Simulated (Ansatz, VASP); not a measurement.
**Si91Ge23: VASP beside Ansatz**

Wanted: the spread between two codes on one cell, functional and k mesh. The structure shown is frame 16 of Ansatz's trajectory.

Main program and level: Ansatz 0.2.0; plane waves, with VASP 6.6.1 beside it; single point at PBE.

### Step 1. The structure

The cell holds 114 atoms: 91 Si and 23 Ge. Its edges and angles: a = 13.435 Å, b = 13.435 Å, c = 13.435 Å, α = 90.0°, β = 90.0°, γ = 90.0°. As first built, before any earlier steps moved the atoms (in the runner's words): 114 atoms (91 Si, 23 Ge) placed at random at 2.89 g/cm^3, melted at 3500 K for 10 ps at fixed volume with the Tersoff potential (Tersoff, Phys. Rev. B 39, 5566 (1989)). Quenched from 3100 K to 500 K at 50 K/ps and fixed volume, held 5 ps, then minimised at fixed cell.

### Step 2. Ansatz: dynamics, PBE

Ansatz runs on its default PAW (the set named soft_2) files.

One frame of this run of dynamics is then solved in both programs, so the motion causes no difference.

Input file input.yaml:

```yaml
crystal:
  lattice:
    - [13.4349, 0.0, 0.0]
    - [0.0, 13.4349, 0.0]
    - [0.0, 0.0, 13.4349]
  atoms:
    - { symbol: Si, position: [0.78953, 0.7561, 0.65763] }
    - { symbol: Si, position: [0.61822, 0.01822, 0.15042] }
    - { symbol: Si, position: [0.84134, 0.86069, 0.79765] }
    - { symbol: Si, position: [0.80362, 0.43934, 0.52327] }
    - { symbol: Si, position: [0.48113, 0.65808, 0.58276] }
    - { symbol: Si, position: [0.23103, 0.34988, 0.17574] }
    - { symbol: Si, position: [0.79128, 0.33412, 0.23941] }
    - { symbol: Si, position: [0.64555, 0.36944, 0.4691] }
    - { symbol: Si, position: [0.07658, 0.72201, 0.63905] }
    - { symbol: Si, position: [0.29542, 0.58097, 0.79878] }
    - { symbol: Si, position: [0.35175, 0.20602, 0.20806] }
    - { symbol: Si, position: [0.29215, 0.71502, 0.04817] }
    - { symbol: Si, position: [0.33835, 0.49507, 0.12764] }
    - { symbol: Si, position: [0.04221, 0.07471, 0.89283] }
    - { symbol: Si, position: [0.9426, 0.11255, 0.32266] }
    - { symbol: Si, position: [0.05849, 0.05296, 0.60462] }
    - { symbol: Si, position: [0.04148, 0.36447, 0.13343] }
    - { symbol: Si, position: [0.77149, 0.6421, 0.90379] }
    - { symbol: Si, position: [0.94007, 0.29317, 0.99579] }
    - { symbol: Si, position: [0.13022, 0.78184, 0.03321] }
    - { symbol: Si, position: [0.06377, 0.50285, 0.47699] }
    - { symbol: Si, position: [0.75387, 0.80923, 0.37923] }
    - { symbol: Si, position: [0.29757, 0.20344, 0.55712] }
    - { symbol: Si, position: [0.0606, 0.32636, 0.44305] }
    - { symbol: Si, position: [0.05905, 0.62315, 0.00114] }
    - { symbol: Si, position: [0.30586, 0.6481, 0.61526] }
    - { symbol: Si, position: [0.92965, 0.84657, 0.41319] }
    - { symbol: Si, position: [0.22565, 0.44795, 0.70246] }
    - { symbol: Si, position: [0.39832, 0.84594, 0.99882] }
    - { symbol: Si, position: [0.1439, 0.29658, 0.7412] }
[... 78 atom lines left out ...]
    - { symbol: Ge, position: [0.78136, 0.51015, 0.0234] }
    - { symbol: Ge, position: [0.9043, 0.29076, 0.54077] }
    - { symbol: Ge, position: [0.49054, 0.72668, 0.27024] }
    - { symbol: Ge, position: [0.953, 0.52502, 0.10913] }
    - { symbol: Ge, position: [0.94764, 0.096, 0.73847] }
    - { symbol: Ge, position: [0.56199, 0.11144, 0.58557] }
kpoints:
  mp_grid: { grid: [1, 1, 1] }
hamiltonian:
  xc: pbe
scf:
  occupations: { method: fermi_dirac, width: 0.05 }
output:
  forces: true
  stress: true
md:
  timestep: 2.0
  n_steps: 48
  ensemble: nvt_nose_hoover
  temperature: 600
  initial_velocities: maxwell_boltzmann
  seed: 2024
```

On the command line:

```bash
$ ansatz run input.yaml --threads 4 --pin off --max-ram 8192MiB --backend cpu --events-out ev --progress --plain --runs-dir out
```

Numbers of over 12 decimals in the logs are rounded to 6 here.

The log of the run:

```text
Warning: md: disabling space-group detection — thermal motion breaks the input geometry's symmetry, so no spatial operation reduces the k-mesh or symmetrises the density; time reversal is kept, so that k and −k are solved as one point where they differ and the mesh holds both, and exact exchange and, on two spinor components, a DFT+U term hold to it where the run has them: on two components no moment then forms, and  [...]
Warning: output.stress: scf.convergence.dr2_threshold = 1e-7 eV (the SCF's general default) is looser than the 1.08e-8 eV advised for a printed stress (1e-10 eV for each atom of the cell: 114, of which 108 are counted). What an SCF threshold leaves in a stress goes as its square root, and in the free energy as the threshold itself, and one threshold admits the most on a small cell: [figures from the program's tests c [...]
Engine: ansatz 0.2.0, aarch64-unknown-linux-gnu
Pseudopotentials: kind: paw
Pseudopotential: Si, paw, valence charge 4, recommended cutoff 420 eV (normal), Si.paw.azcp
Pseudopotential: Ge, paw, valence charge 14, recommended cutoff 420 eV (normal), Ge.paw.azcp
Functional definition: PBE
  parameter kappa = 0.804
  parameter beta = 0.066725
  exchange = pbe_x(kappa = kappa, mu = beta*pi^2/3)
  correlation = pbe_c(beta = beta)
Crystal: 114 atoms, lattice volume = 2424.953 Å³
Basis set: ecut = 420 eV, 47401 PW (Γ), exchange–correlation on 180×180×180 points (8 copies of the dense FFT grid, shifted against one another)
Bands: 457, of which v1, the nominal top of the filled ones, is band 343 counted from 1 (342 counted from 0)
Symmetry: 1 space group operations
k-points: 1
Non-local potential: Si, projectors of the file, l = 0: 2, l = 1: 2, l = 2: 2
Non-local potential: Ge, projectors of the file, l = 0: 2, l = 1: 2, l = 2: 3, l = 3: 1
PAW form: soft (Blöchl's): semilocal exchange-correlation on the pseudo side does not see the compensation charge
PAW one-centre angular grid: Si, 110 points (default); XC on 64 Gauss nodes
PAW one-centre angular grid: Ge, 590 points (default); XC on 64 Gauss nodes
Initial density: superposition of atomic densities (neutral atoms: chi_scale 0, normalization atom), corrected by the library's trained network
Initial wavefunctions: pseudopotential atomic-orbital guess
Functional: x = pbe(κ = 0.804, μ = 0.219515), c = pbe(β = 0.066725)
SCF iter   1: F=—  HF=-156609.599144 eV  |F-HF|=—  |Δ(HF+E_count)|=         —  Δρ=3.32e-3  dr2=9.45e-1  ethr=1.77e-3  ⟨swp⟩=6.0  Hψ=1919  notcnv=0  defer=33
preconditioner: auto → Kerker (q_TF=auto, 2.211 Å⁻¹)  [metal: Δε(μ)=0.016 eV  Ē_g=7.461 eV  σ=0.050 eV  W_gap=0.08  n_scr=460 (ndim 8)  ℏωp=16.1 eV  f_vac=0.008  D(μ)=34.98/eV (n_scr^D=170)]
SCF iter   2: F=—  HF=-156609.513535 eV  |F-HF|=—  |Δ(HF+E_count)|=   8.56e-2  Δρ=2.01e-3  dr2=3.58e-1  ethr=1.38e-4  ⟨swp⟩=1.0  Hψ=526  notcnv=0  defer=65
SCF iter   3: F=—  HF=-156609.474873 eV  |F-HF|=—  |Δ(HF+E_count)|=   3.87e-2  Δρ=6.34e-4  dr2=2.14e-2  ethr=5.21e-5  ⟨swp⟩=2.0  Hψ=632  notcnv=0  defer=65
SCF iter   4: F=—  HF=-156609.468354 eV  |F-HF|=—  |Δ(HF+E_count)|=   6.52e-3  Δρ=2.84e-4  dr2=8.36e-3  ethr=3.13e-6  ⟨swp⟩=2.0  Hψ=497  notcnv=0  defer=65
SCF iter   5: F=—  HF=-156609.468713 eV  |F-HF|=—  |Δ(HF+E_count)|=   3.59e-4  Δρ=1.15e-4  dr2=1.62e-3  ethr=1.22e-6  ⟨swp⟩=2.0  Hψ=398  notcnv=0  defer=65
SCF iter   6: F=—  HF=-156609.469016 eV  |F-HF|=—  |Δ(HF+E_count)|=   3.03e-4  Δρ=4.98e-5  dr2=2.87e-4  ethr=2.36e-7  ⟨swp⟩=2.0  Hψ=629  notcnv=0  defer=65
SCF iter   7: F=—  HF=-156609.469102 eV  |F-HF|=—  |Δ(HF+E_count)|=   8.52e-5  Δρ=3.64e-5  dr2=8.62e-5  ethr=4.19e-8  ⟨swp⟩=2.0  Hψ=717  notcnv=0  defer=65
SCF iter   8: F=—  HF=-156609.468970 eV  |F-HF|=—  |Δ(HF+E_count)|=   1.31e-4  Δρ=1.59e-5  dr2=2.57e-5  ethr=1.26e-8  ⟨swp⟩=2.0  Hψ=792  notcnv=0  defer=75
SCF iter   9: F=—  HF=-156609.468982 eV  |F-HF|=—  |Δ(HF+E_count)|=   1.12e-5  Δρ=6.19e-6  dr2=4.50e-6  ethr=3.74e-9  ⟨swp⟩=2.0  Hψ=712  notcnv=0  defer=75
[...]
preconditioner: auto → Kerker (q_TF=auto, 2.211 Å⁻¹)  [metal: Δε(μ)=0.074 eV  Ē_g=7.408 eV  σ=0.050 eV  W_gap=0.35  n_scr=460 (ndim 8)  ℏωp=16.1 eV  f_vac=0.008  D(μ)=27.53/eV (n_scr^D=122)]
SCF iter   2: F=—  HF=-156605.757769 eV  |F-HF|=—  |Δ(HF+E_count)|=   3.36e-3  Δρ=5.06e-4  dr2=8.20e-3  ethr=3.07e-6  ⟨swp⟩=1.0  Hψ=457  notcnv=0
SCF iter   3: F=—  HF=-156605.756473 eV  |F-HF|=—  |Δ(HF+E_count)|=   1.30e-3  Δρ=5.61e-5  dr2=9.15e-5  ethr=1.20e-6  ⟨swp⟩=2.0  Hψ=580  notcnv=0
SCF iter   4: F=—  HF=-156605.756305 eV  |F-HF|=—  |Δ(HF+E_count)|=   1.68e-4  Δρ=2.62e-5  dr2=2.23e-5  ethr=1.33e-8  ⟨swp⟩=2.0  Hψ=802  notcnv=0
SCF iter   5: F=—  HF=-156605.756296 eV  |F-HF|=—  |Δ(HF+E_count)|=   8.32e-6  Δρ=1.05e-5  dr2=7.42e-6  ethr=3.24e-9  ⟨swp⟩=2.0  Hψ=794  notcnv=0
SCF iter   6: F=—  HF=-156605.756297 eV  |F-HF|=—  |Δ(HF+E_count)|=   9.08e-7  Δρ=3.13e-6  dr2=1.32e-6  ethr=1.08e-9  ⟨swp⟩=2.0  Hψ=807  notcnv=0
SCF iter   7: F=—  HF=-156605.756297 eV  |F-HF|=—  |Δ(HF+E_count)|=   2.07e-7  Δρ=1.16e-6  dr2=1.71e-7  ethr=1.93e-10  ⟨swp⟩=2.0  Hψ=559  notcnv=0
SCF iter   8: F=-156605.756297 eV  HF=-156605.756297 eV  |F-HF|=1.87e-8  |Δ(HF+E_count)|=   4.42e-8  Δρ=6.30e-7  dr2=2.76e-8  ethr=1.46e-11  ⟨swp⟩=4.0  Hψ=1199  notcnv=0
SCF 49 converged in 8 iterations: F = -156605.756297 eV  dr2 = 2.76e-8
  greatest PAW one-centre occupation: 0.998 electrons in one spin orbital (limit 2), on the Ge atom at site 104 (counted from 0), in its partial waves of l = 2
md step    48: t =    96.00 fs  T =   431.1 K  F+E_penalty+E_count = -156605.75629735 eV  E_kin = 6.296879 eV  conserved = -156600.69300955 eV  P_inst = -1.7365 GPa  (8 SCF iters)
SCF converged after 8 iterations
Free energy (F): -156605.756297 eV
Harris-Foulkes:  -156605.756297 eV  (|F-HF|=1.87e-8)
Internal energy: -156605.536007 eV  (E = F + TS)
E sigma→0 (E₀):  -156605.646152 eV
Entropy (-TS):   -0.220290 eV (-1.932 meV/atom)
Fermi energy:    6.504818 eV
--- Per-component energies (eV) ---
  E_band       = -3505.850828
  E_kinetic    = 6114.369220
  E_local      = -77066.651114  (includes V_loc(G=0)·N_el)
  E_nonlocal   = 11939.908132
  E_hartree    = 34271.657982
  E_xc         = -6715.464626
  E_vxc        = -5678.455507  (∫ρ·V_xc dr)
  E_paw        = -93071.908567  (= ΣΔE_a)
  E_vpaw       = -7358.350707  (= ΣTr[D̂ρ^β])
  E_aug_tail   = 0.007779  (compensation charges beyond the density's cutoff)
  E_ewald      = -32077.454812
  E_smearing   = -0.220290  (= −TS)
  E_closure    = -0.000000  (closes the sum)
  Σ components = -156605.756297   (vs F -156605.756297, Δ=0.00e0)
--- Forces (eV/Å), atoms counted from 1 ---
  atom   1  Si    -0.18343447     0.53696000    -0.01134630
  atom   2  Si    -0.87171931     0.70287514    -0.07972769
  atom   3  Si     0.55199275     0.02504544    -1.03911965
  atom   4  Si     0.31843237     0.03672163     0.29686577
  atom   5  Si     1.12855060     1.29486498    -0.20946922
  atom   6  Si    -0.44683120    -0.48241467    -0.26704457
  atom   7  Si     0.22535536    -0.20017273    -0.38720911
  atom   8  Si    -0.00017727     0.81252301     0.29744745
  atom   9  Si     0.52368352     0.58299144    -0.41544313
  atom  10  Si    -0.74518099    -0.41628758     0.57720122
  atom  11  Si    -0.18591047    -0.63993327    -0.35273082
  atom  12  Si    -1.77416661    -0.35354705     0.07123487
  atom  13  Si     0.59418648     0.28438726    -0.61702245
  atom  14  Si    -0.53567401     0.57068374    -0.33053855
  atom  15  Si     0.32743810    -0.03765690     0.00868944
  atom  16  Si     0.20373073     0.32542634    -0.58128406
  atom  17  Si    -0.03449836     0.31316501     0.06622193
  atom  18  Si    -0.02658345     0.23070833    -0.29600933
  atom  19  Si    -0.51980508    -1.27007312     0.61603479
  atom  20  Si     1.39264557     0.52386530    -0.05308878
  atom  21  Si    -0.43233752     0.96499137     0.81339388
  atom  22  Si    -0.32193883     0.00390972    -0.12081218
  atom  23  Si     0.36268233     0.03483145    -0.15511965
  atom  24  Si    -0.13101977    -0.24701593    -0.59592707
[...]
atom 107  Ge    -0.20205878    -0.09272553     0.24419192
  atom 108  Ge     0.42064515    -0.09201315    -1.38774428
  atom 109  Ge     0.20098016     0.61281553    -0.12783676
  atom 110  Ge    -0.04207615     0.01704457    -0.19262499
  atom 111  Ge    -0.08826489    -0.42042654    -0.45276922
  atom 112  Ge    -0.77358263    -0.89560196     0.36980776
  atom 113  Ge    -0.10463733     0.04992277    -0.34488424
  atom 114  Ge     0.66408019     0.23725072    -0.11467253
  max |Σ_I F_I| component: 1.51e-5 eV/Å
--- Stress (GPa, compression-positive) ---
       -0.776891      -1.198936      -0.376838
       -1.198936      -2.568291       0.421904
       -0.376838       0.421904      -2.703649
  P = ⅓ Tr σ = -2.0163 GPa (-20.163 kbar)
--- MD trajectory: 48 steps, t = 0.0 → 96.0 fs ---
  final state: T = 431.1 K   F+E_penalty+E_count = -156605.75629735 eV   E_kin = 6.296879 eV
  conserved energy: peak-to-peak 1.732e-2 eV (1.519e-4 eV/atom) over 96.0 fs
```

In the SCF lines HF is the Harris–Foulkes energy and dr2 the Hartree energy of the density residual, in eV; the loop may stop once dr2 is under the threshold and the program's other checks hold. Hψ counts applications of the Hamiltonian.

### Step 3. VASP: single point, PBE

The same cell, functional, mesh and smearing now go to VASP, with its own data sets.

Lines of VASP's logs that name or quote its potential files are left out, and so is its time.

Input file INCAR:

```
SYSTEM = Si91Ge23
PREC = Accurate
ENCUT = 410
EDIFF = 1E-06
NELM = 120
ISMEAR = -1
SIGMA = 0.05
LREAL = Auto
ALGO = Normal
GGA = PE
NBANDS = 432
LORBIT = 11
LWAVE = .FALSE.
LCHARG = .FALSE.
ISIF = 2
LASPH = .TRUE.
GGA_COMPAT = .FALSE.
NCORE = 4
```

Input file POSCAR:

```
Si91Ge23
1.0
   13.4349000000      0.0000000000      0.0000000000
    0.0000000000     13.4349000000      0.0000000000
    0.0000000000      0.0000000000     13.4349000000
Si Ge
91 23
Direct
    0.7890345295      0.7504782321      0.6547201691
    0.6126655204      0.0129662297      0.1409463412
    0.8350936739      0.8601403807      0.7871811476
    0.8002590269      0.4435388429      0.5156420963
    0.4744508705      0.6596997373      0.5806295544
    0.2392723429      0.3584395865      0.1697444715
    0.7846504254      0.3181117835      0.2383047138
    0.6511697147      0.3687336713      0.4618568058
    0.0713291502      0.7241289477      0.6342808655
    0.2903036122      0.5839120500      0.8075683481
    0.3550082248      0.2076680883      0.2017060045
    0.3016025426      0.7160678531      0.0433646696
    0.3533334822      0.5023037016      0.1218170586
    0.0445407111      0.0652777468      0.8942753575
    0.9459318640      0.1080618389      0.3158490201
    0.0596729414      0.0445258245      0.6192305116
    0.0442355358      0.3713537131      0.1369790620
    0.7695777416      0.6369455671      0.9066907830
    0.9472121117      0.2987219853      0.9976255871
    0.1343962367      0.7900319318      0.0304654296
    0.0725796247      0.4939672048      0.4808446658
    0.7607648736      0.8131284937      0.3812384164
    0.2940550358      0.2035072833      0.5516602282
    0.0525869191      0.3254732078      0.4389239965
    0.0687537682      0.6295469263      0.9984369069
    0.3057856776      0.6583078400      0.6181661196
    0.9305614482      0.8447327483      0.4193034559
    0.2244006282      0.4498879783      0.7224169886
    0.4060692674      0.8470997179      0.0074805172
    0.1492753947      0.2943155513      0.7452232618
[... 78 atom lines left out ...]
    0.7831096621      0.5071716202      0.0210049945
    0.8954067392      0.2947026029      0.5464127012
    0.4876552859      0.7309618977      0.2650708230
    0.9596200939      0.5297545944      0.1121333244
    0.9501373289      0.0932422273      0.7463248703
    0.5522110325      0.1179465422      0.5884301335
```

Input file KPOINTS:

```
Automatic mesh
0
Gamma
1 1 1
0 0 0
```

Potentials, in the order of the species: Si and Ge_d (PBE family, release 64).

On the command line:

```bash
$ mpirun -np 16 vasp_gam
```

The log of the run:

```text
[banner, memory and clock lines left out]
running   16 mpi-ranks, on    1 nodes
[...]
LDA part: xc-table for (Slater+PW92), standard interpolation
 POSCAR, INCAR and KPOINTS ok, starting setup
[...]
entering main loop
       N       E                     dE             d eps       ncg     rms          rms(c)
DAV:   1     0.111482486344E+05    0.11148E+05   -0.21317E+05   960   0.244E+03
DAV:   2     0.187309710622E+04   -0.92752E+04   -0.89457E+04   864   0.659E+02
DAV:   3    -0.262315089317E+03   -0.21354E+04   -0.19867E+04  1016   0.217E+02
DAV:   4    -0.553199958343E+03   -0.29088E+03   -0.27536E+03  1104   0.819E+01
[...]
DAV:  17    -0.559833591507E+03   -0.60043E-05   -0.84941E-06   960   0.535E-03    0.342E-03
DAV:  18    -0.559833592871E+03   -0.13644E-05   -0.15522E-06   696   0.270E-03    0.167E-03
DAV:  19    -0.559833593325E+03   -0.45335E-06   -0.42416E-07   576   0.162E-03
   1 F= -.55983359E+03 E0= -.55968767E+03  d E =-.291847E+00
```

OUTCAR, selected parts (step 3):

```text
  FREE ENERGIE OF THE ION-ELECTRON SYSTEM (eV)
  ---------------------------------------------------
  free  energy   TOTEN  =      -559.8335933245 eV

  energy  without entropy=     -559.5417464394  energy(sigma->0) =     -559.68766988
```

The gap is under twice the smearing width, so the edge states are partly filled and the run can't tell a small gap from a semimetal.

### Step 4. Side by side

Known differences besides the potentials themselves: the cutoff is 420 eV in Ansatz and 410 eV in VASP (PREC = Accurate, projectors in real space). Total energies have different zeros and are not compared.

Forces on 9 of the 114 atoms, those with the largest forces and the largest differences (eV/Å; atoms numbered as in POSCAR):

```csv
atom,"Ansatz x, y, z","VASP x, y, z"
Si12,"-1.329, 0.308, -0.373","-1.327, 0.315, -0.370"
Si25,"-1.585, 0.300, -0.338","-1.583, 0.298, -0.338"
Si33,"0.775, 0.080, 1.133","0.776, 0.073, 1.130"
Si61,"-0.420, 1.603, 0.785","-0.422, 1.597, 0.775"
Si65,"-1.037, -1.059, -0.010","-1.031, -1.057, -0.008"
Ge92,"-0.864, -0.919, -1.249","-0.863, -0.910, -1.247"
Ge94,"1.220, -0.043, -0.414","1.212, -0.036, -0.412"
Ge104,"1.300, 0.198, 0.653","1.299, 0.189, 0.652"
Ge108,"0.653, -0.527, -0.582","0.652, -0.524, -0.572"
```

The forces differ by 3.2 meV/Å r.m.s., which is 0.6 % of the r.m.s. force of 0.517 eV/Å (both taken over all components).

### Step 5. Results

| Property | Result |
| --- | --- |
| r.m.s. force difference (single point, PBE) | 0.63 % of the r.m.s. force |

The r.m.s. force difference is 0.63 % of the r.m.s. force (single point, PBE), within the 3 % picked in this series as the mark of a large difference. 2 further runs of this series are not shown here. How closely two codes agree says nothing of how well the functional describes the real material.

[Lines on the potential files, build, host, timing and source positions are cut from VASP's logs without a mark.]

[Logs are printed without paths, hosts, clocks, repeated set-up lines and the standing remarks that a program may print on its own settings, such as how far it seeks lower states.]

[Hosts, paths, dates, database ids (printed as entryN), source tags and the programs' standing remarks are cut or masked in the printed files.]
